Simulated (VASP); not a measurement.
A VASP calculation is set up with these files.

File POSCAR:
```
Tc
1
    0.0000000000     1.9121868412     1.9121868412
    1.9121868412     0.0000000000     1.9121868412
    1.9121868412     1.9121868412     0.0000000000
Tc
1
Direct
  1.0000000000   0.0000000000   1.0000000000
```

**KPOINTS**
```
kpoints
0
gamma
  15 15 15
0 0 0
```

### INCAR
```
ALGO  =  Normal
EDIFF  =  1E-6
EDIFFG  =  -0.01
ENCUT  =  400
GGA  =  PS
IBRION  =  2
ISIF  =  3
ISMEAR  =  1
LASPH  =  .TRUE.
LCHARG  =  .FALSE.
LMAXMIX  =  4
LREAL  =  .FALSE.
LWAVE  =  .FALSE.
NELM  =  100
NSW  =  60
PREC  =  Accurate
SIGMA  =  0.1
SYSTEM  =  Tc
```

POTCAR, in this order: Tc_pv (PBE.64 set). Program: vasp_std.

Q: Translate this PBEsol calculation to Quantum ESPRESSO's pw.x.

A: One equivalent input (not run):
```
&CONTROL
  calculation = 'vc-relax'
  pseudo_dir = './pseudo'
  outdir = './out'
  tprnfor = .true.
  tstress = .true.
  nstep = 60
  forc_conv_thr = 0.00039
/
&SYSTEM
  ibrav = 0
  nat = 1
  ntyp = 1
  ecutwfc = 84
  occupations = 'smearing'
  smearing = 'methfessel-paxton'
  degauss = 0.00735
  input_dft = 'pbesol'
/
&ELECTRONS
  conv_thr = 7.3e-08
  electron_maxstep = 100
/
&IONS
/
&CELL
/
ATOMIC_SPECIES
  Tc 97.907 Tc.upf
CELL_PARAMETERS angstrom
     0.0000000    1.9121868    1.9121868
     1.9121868    0.0000000    1.9121868
     1.9121868    1.9121868    0.0000000
ATOMIC_POSITIONS crystal
  Tc   1.0000000  0.0000000  1.0000000
K_POINTS automatic
  15 15 15 0 0 0
```
Limits of the translation: the potentials are each code's own (VASP's PAW set, PseudoDojo norm-conserving files in pw.x), so ENCUT and ecutwfc are chosen apart and not converted; conv_thr bounds pw.x's estimated SCF error, while EDIFF bounds the energy change between steps; forc_conv_thr acts on force components and is met together with etot_conv_thr.

The structure was generated: Tc was put into the fcc type (Fm-3m), which need not be its known phase. It was relaxed first. The start is the result of an earlier pass.
